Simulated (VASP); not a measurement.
Output of a VASP run:

OUTCAR:
```
 ion  position               nearest neighbor table
   1  0.000  0.000  0.000-   4 1.88   5 1.88   4 1.88   5 1.88   3 1.89   6 1.89
   2  0.500  0.500  0.500-   3 1.88   6 1.88   3 1.88   6 1.88   5 1.89   4 1.89
   3  0.305  0.305  0.000-   2 1.88   2 1.88   1 1.89
   4  0.805  0.195  0.500-   1 1.88   1 1.88   2 1.89
   5  0.195  0.805  0.500-   1 1.88   1 1.88   2 1.89
   6  0.695  0.695  0.000-   2 1.88   2 1.88   1 1.89
  LATTYP: Found a simple tetragonal cell.
 ALAT       =     4.3891759539
 C/A-ratio  =     0.6532917779
 Subroutine PRICEL returns:
 Original cell was already a primitive cell.
 Subroutine GETGRP returns: Found 16 space group operations
The static configuration has the point symmetry D_2h.
 The point group associated with its full space group is D_4h.
The dynamic configuration has the point symmetry D_2h.
The overall configuration has the point symmetry D_2h.
 Subroutine INISYM returns: Found 16 space group operations
 Subroutine IBZKPT returns following result:
 Found     50 irreducible k-points:

 Following reciprocal coordinates:
            Coordinates               Weight
  0.000000  0.000000  0.000000      1.000000
  0.166667  0.000000  0.000000      4.000000
  0.333333  0.000000  0.000000      4.000000
  0.500000  0.000000  0.000000      2.000000
  0.166667  0.166667  0.000000      4.000000
  0.333333  0.166667  0.000000      8.000000
  0.500000  0.166667  0.000000      4.000000
  0.333333  0.333333  0.000000      4.000000
  0.500000  0.333333  0.000000      4.000000
  0.500000  0.500000  0.000000      1.000000
  0.000000  0.000000  0.111111      2.000000
  0.166667  0.000000  0.111111      8.000000
  0.333333  0.000000  0.111111      8.000000
  0.500000  0.000000  0.111111      4.000000
  0.166667  0.166667  0.111111      8.000000
  0.333333  0.166667  0.111111     16.000000
  0.500000  0.166667  0.111111      8.000000
  0.333333  0.333333  0.111111      8.000000
  0.500000  0.333333  0.111111      8.000000
  0.500000  0.500000  0.111111      2.000000
  0.000000  0.000000  0.222222      2.000000
  0.166667  0.000000  0.222222      8.000000
  0.333333  0.000000  0.222222      8.000000
  0.500000  0.000000  0.222222      4.000000
  0.166667  0.166667  0.222222      8.000000
  0.333333  0.166667  0.222222     16.000000
  0.500000  0.166667  0.222222      8.000000
  0.333333  0.333333  0.222222      8.000000
  0.500000  0.333333  0.222222      8.000000
  0.500000  0.500000  0.222222      2.000000
  0.000000  0.000000  0.333333      2.000000
  0.166667  0.000000  0.333333      8.000000
  0.333333  0.000000  0.333333      8.000000
  0.500000  0.000000  0.333333      4.000000
  0.166667  0.166667  0.333333      8.000000
  0.333333  0.166667  0.333333     16.000000
  0.500000  0.166667  0.333333      8.000000
  0.333333  0.333333  0.333333      8.000000
  0.500000  0.333333  0.333333      8.000000
  0.500000  0.500000  0.333333      2.000000
   k-points           NKPTS =     50   k-points in BZ     NKDIM =     50   number of bands    NBANDS=     30
   number of dos      NEDOS =    601   number of ions     NIONS =      6
   total plane-waves  NPLWV =  31104
   dimension x,y,z NGX =    36 NGY =   36 NGZ =   24
   dimension x,y,z NGXF=    72 NGYF=   72 NGZF=   48
   ions per type =               2   4
   PREC   = accura    normal or accurate (medium, high low for compatibility)
   ISTART =      0    job   : 0-new  1-cont  2-samecut
   ICHARG =      2    charge: 1-file 2-atom 10-const
   ISPIN  =      2    spin polarized calculation?
   LNONCOLLINEAR =      F non collinear calculations
   LSORBIT =      F    spin-orbit coupling
   INIWAV =      1    electr: 0-lowe 1-rand  2-diag
   ENCUT  =  520.0 eV  38.22 Ry    6.18 a.u.   8.16  8.16  5.33*2*pi/ulx,y,z
   NELM   =    100;   NELMIN=  2; NELMDL= -5     # of ELM steps
   EDIFF  = 0.1E-06   stopping-criterion for ELM
   LREAL  =      F    real-space projection
...
```

File OSZICAR:
```
       N       E                     dE             d eps       ncg     rms          rms(c)
DAV:   1     0.647042152690E+03    0.64704E+03   -0.29081E+04  6168   0.205E+03
DAV:   2    -0.707191882481E+01   -0.65411E+03   -0.61715E+03  6420   0.585E+02
DAV:   3    -0.915029947255E+02   -0.84431E+02   -0.82446E+02  7894   0.199E+02
DAV:   4    -0.948123402527E+02   -0.33093E+01   -0.32239E+01  6758   0.356E+01
DAV:   5    -0.948767660635E+02   -0.64426E-01   -0.64409E-01  6454   0.552E+00    0.458E+01
DAV:   6    -0.716399646650E+02    0.23237E+02   -0.15636E+02  7424   0.124E+02    0.405E+01
DAV:   7    -0.660419263012E+02    0.55980E+01   -0.73817E+01  7540   0.972E+01    0.189E+01
DAV:   8    -0.650846779907E+02    0.95725E+00   -0.56559E+00  6862   0.275E+01    0.748E+00
DAV:   9    -0.654121348226E+02   -0.32746E+00   -0.20048E+00  6898   0.139E+01    0.424E+00
DAV:  10    -0.654322545279E+02   -0.20120E-01   -0.28860E-01  6592   0.596E+00    0.144E+00
DAV:  11    -0.655083611576E+02   -0.76107E-01   -0.95322E-02  7354   0.294E+00    0.451E-01
DAV:  12    -0.655093119056E+02   -0.95075E-03   -0.75856E-03  6162   0.739E-01    0.196E-01
DAV:  13    -0.655099494405E+02   -0.63753E-03   -0.52413E-04  6846   0.278E-01    0.630E-02
DAV:  14    -0.655098992222E+02    0.50218E-04   -0.23807E-04  6796   0.122E-01    0.510E-02
DAV:  15    -0.655100061104E+02   -0.10689E-03   -0.59745E-05  6654   0.814E-02    0.150E-02
DAV:  16    -0.655099996128E+02    0.64976E-05   -0.82257E-06  6512   0.240E-02    0.664E-03
DAV:  17    -0.655099993220E+02    0.29083E-06   -0.10819E-06  6516   0.862E-03    0.299E-03
DAV:  18    -0.655100003777E+02   -0.10558E-05   -0.90239E-08  3126   0.325E-03    0.146E-03
DAV:  19    -0.655100010621E+02   -0.68438E-06   -0.62116E-08  3138   0.292E-03    0.528E-04
DAV:  20    -0.655100010751E+02   -0.12976E-07   -0.19002E-08  3036   0.117E-03
   1 F= -.65510001E+02 E0= -.65510001E+02  d E =0.000000E+00  mag=    -0.0000
       N       E                     dE             ncg
       N       E                     dE             ncg
```

**OUTCAR**
```
------------------------ aborting loop because EDIFF is reached ----------------------------------------
  FORCE on cell =-STRESS in cart. coord.  units (eV):
  Direction    XX          YY          ZZ          XY          YZ          ZX
  --------------------------------------------------------------------------------------
  Total       -0.0986840     -0.0986840     -0.0967966      0.0000000      0.0000000      0.0000000
  in kB       -2.8622085     -2.8622085     -2.8074669      0.0000000      0.0000000      0.0000000
  external PRESSURE =      -2.8439613 kB  Pullay stress =       0.0000000 kB
  volume of cell :       55.24
      direct lattice vectors                 reciprocal lattice vectors
     4.389175954  0.000000000  0.000000000     0.227833199  0.000000000  0.000000000
     0.000000000  4.389175954  0.000000000     0.000000000  0.227833199  0.000000000
     0.000000000  0.000000000  2.867412562     0.000000000  0.000000000  0.348746467
 POSITION                                       TOTAL-FORCE (eV/Angst)
 -----------------------------------------------------------------------------------
      0.00000      0.00000      0.00000        -0.000000     -0.000000      0.000000
      2.19459      2.19459      1.43371        -0.000000     -0.000000      0.000000
      1.33795      1.33795      0.00000        -0.009920     -0.009920     -0.000000
      3.53253      0.85664      1.43371        -0.009920      0.009920      0.000000
      0.85664      3.53253      1.43371         0.009920     -0.009920     -0.000000
      3.05123      3.05123      0.00000         0.009920      0.009920      0.000000
 -----------------------------------------------------------------------------------
    total drift:                               -0.000000      0.000000      0.000000
  FREE ENERGIE OF THE ION-ELECTRON SYSTEM (eV)
  ---------------------------------------------------
  free  energy   TOTEN  =       -65.5100010751 eV

  energy  without entropy=      -65.5100010751  energy(sigma->0) =      -65.51000108

 total charge

# of ion       s       p       d       tot
------------------------------------------
    1        0.383   6.471   4.840  11.694
    2        0.383   6.471   4.840  11.694
    3        1.574   3.500   0.000   5.074
    4        1.574   3.500   0.000   5.074
    5        1.574   3.500   0.000   5.074
    6        1.574   3.500   0.000   5.074
--------------------------------------------------
tot          7.061  26.942   9.679  43.683

 magnetization (x)

# of ion       s       p       d       tot
------------------------------------------
    1        0.011   0.022   2.672   2.706
    2       -0.011  -0.022  -2.672  -2.706
    3       -0.002  -0.042   0.000  -0.044
    4        0.002   0.042   0.000   0.044
    5        0.002   0.042   0.000   0.044
    6       -0.002  -0.042   0.000  -0.044
--------------------------------------------------
tot          0.000   0.000  -0.000  -0.000

 Electric field gradients after diagonalization (V/A^2)
 (convention: |V_zz| > |V_xx| > |V_yy|)
----------------------------------------------------------------------
 ion       V_xx      V_yy      V_zz     asymmetry (V_yy - V_xx)/ V_zz
----------------------------------------------------------------------
   1     -10.708    -0.929    11.636       0.840
   2     -10.708    -0.929    11.636       0.840
   3      70.334    36.155  -106.489       0.321
   4      70.334    36.155  -106.489       0.321
   5      70.334    36.155  -106.489       0.321
   6      70.334    36.155  -106.489       0.321
```
(Selected blocks of OUTCAR.)

POSCAR:
```
MnO2
1
    4.3891759539    -0.0000000000     0.0000000000
    0.0000000000     4.3891759539     0.0000000000
    0.0000000000     0.0000000000     2.8674125624
Mn O
2 4
Direct
  1.0000000000   1.0000000000   1.0000000000
  0.5000000000   0.5000000000   0.5000000000
  0.3048285453   0.3048285453   0.0000000000
  0.8048285453   0.1951714547   0.5000000000
  0.1951714547   0.8048285453   0.5000000000
  0.6951714547   0.6951714547   1.0000000000
```

Write an INCAR and KPOINTS that could have produced this output.

One answer among several that fit: the input of the run itself, r2SCAN meta-GGA, plane waves, VASP's PBE PAW potentials (set 64).

**KPOINTS_OPT**
```
k-points along high-symmetry lines
5
Line-mode
Reciprocal
  0.000000   0.000000   0.000000 ! GAMMA
  0.500000   0.500000   0.000000 ! Y

  0.500000   0.500000   0.000000 ! Y
  0.500000   0.500000   0.000000 ! C_0

  0.500000  -0.500000   0.000000 ! SIGMA_0
  0.000000   0.000000   0.000000 ! GAMMA

  0.000000   0.000000   0.000000 ! GAMMA
  0.000000   0.000000   0.500000 ! Z

  0.000000   0.000000   0.500000 ! Z
  0.500000  -0.500000   0.500000 ! A_0

  0.500000   0.500000   0.500000 ! E_0
  0.500000   0.500000   0.500000 ! T

  0.500000   0.500000   0.500000 ! T
  0.500000   0.500000   0.000000 ! Y

  0.000000   0.000000   0.000000 ! GAMMA
  0.500000   0.000000   0.000000 ! S

  0.500000   0.000000   0.000000 ! S
  0.500000   0.000000   0.500000 ! R

  0.500000   0.000000   0.500000 ! R
  0.000000   0.000000   0.500000 ! Z

  0.000000   0.000000   0.500000 ! Z
  0.500000   0.500000   0.500000 ! T
```

File KPOINTS:
```
Automatic mesh
0
Gamma
6 6 9
0 0 0
```

INCAR:
```
! general
SYSTEM =MnO2
PREC   =Accurate
ENCUT  =520
LREAL  =F
LASPH  =T

! electronic loop
EDIFF  =1E-7
NELM   =100
ALGO   =Normal
LMAXMIX=4
LMIXTAU=T

! smearing
ISMEAR =-5

! functional
METAGGA=R2SCAN

! spin
ISPIN  =2
MAGMOM =2.7 -2.7 -0.0 2*0.0 -0.0

! ions
ISIF   =2

! output
LWAVE  =F
LCHARG =F
LORBIT =11
NEDOS  =601

! other
LEFG   =T
```

POTCAR, in this order: Mn_pv O (PBE.64 set). Program: vasp_std.

The compound is MnO2 in the rutile structure. It was relaxed first.
